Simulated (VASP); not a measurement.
Calculation: LDA (Ceperley-Alder, Perdew-Zunger), VASP's LDA PAW potentials (set 64) (plane waves; VASP).

Gaps are without spin-orbit coupling.

```json
{
 "volume_per_atom": "27.13 Å³/atom",
 "band gap (over mesh and band path)": "0.50 eV",
 "smallest direct gap (over mesh and band path)": "0.50 eV"
}
```

Task: Which relaxed crystal gives these values?
(A) Cd2TeSe, P3m1 (156)
(B) NaLiCdS2, P3m1 (156)
(C) CdSe, P6_3mc (186)
(D) Bi2O3, Pm (6)

Result: C, CdSe, P6_3mc (186)
